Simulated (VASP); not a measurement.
The system is Ta.

```
Ta
1.0
    -1.65128    1.65128    1.65128
     1.65128   -1.65128    1.65128
     1.65128    1.65128   -1.65128
Ta
1
Direct
  0.00000 0.00000 0.00000
```

```yaml
Program: VASP 6.6.1
Task: relaxation of cell and atoms
Functional: LDA
Potentials_or_basis: VASP PAW LDA potentials, release 64 (Ta_pv)
Cutoff: 600 eV
k_mesh: 23 × 23 × 23
Occupations: fermi-dirac, width 0.05 eV
Spin: no spin polarisation
```

At the start: pressure -8.1 GPa; volume 18.01 Å³/atom.

**Question.** How do energy, volume and symmetry change on relaxing?

**Answer.** Over 4 steps the energy falls by 18.7 meV/atom and the volume is 17.30 Å³/atom (-3.9 %); space group Im-3m (No. 229, to 0.05 Å).

Step by step:
```tsv
step	energy change (eV)	largest force (eV/Å)	pressure (GPa)	volume (Å³)
1	0.0000	0.0000	-8.15	18.01
2	0.0923	0.0000	24.36	15.73
3	-0.0187	0.0000	-0.29	17.32
4	-0.0187	0.0000	-0.04	17.30
```

Final structure:
```yaml
crystal:
  lattice:
    - [-1.62929, 1.62929, 1.62929]
    - [1.62929, -1.62929, 1.62929]
    - [1.62929, 1.62929, -1.62929]
  atoms:
    - { symbol: Ta, position: [0.00000, 0.00000, 0.00000] }
```
